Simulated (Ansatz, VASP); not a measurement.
One calculation of Mg2Br3, two programs

```
CELL_PARAMETERS angstrom
5.25488 0.00000 0.00000
0.00000 5.25488 0.00000
0.00000 0.00000 5.25488
ATOMIC_POSITIONS crystal
Mg 0.00000 0.00000 0.00000
Mg 0.50000 0.50000 0.50000
Br 0.00000 0.50000 0.50000
Br 0.50000 0.00000 0.50000
Br 0.50000 0.50000 0.00000
```

Alike in both runs: functional PBE; k mesh 4 × 4 × 4; occupations gaussian, width 0.1 eV; no spin polarisation.

Ansatz relaxed the structure, and its values are those at the end. VASP's run is a single point on that final structure, the one shown.

```csv
,VASP,Ansatz
version,VASP 6.6.1,Ansatz 0.2.0
potentials or method,"VASP PAW PBE potentials, release 64 (Mg, Br)","scalar-relativistic, plane waves, PAW"
plane-wave cutoff (eV),520,420
valence electrons in the cell,25,41
```

|  | VASP | Ansatz | Ansatz less VASP |
| --- | --- | --- | --- |
| gap on the k mesh at the Fermi level (eV) | none | none | - |
| pressure (GPa) | 0.1 | 0.1 | +0.07 |

A gap of «none» marks a metal or a gap that the smearing closes. The two sets of potentials don't hold the same shells in valence.

Caveats: an odd number of electrons without spin polarisation forces a metal; a magnetic or distorted state may lie lower.
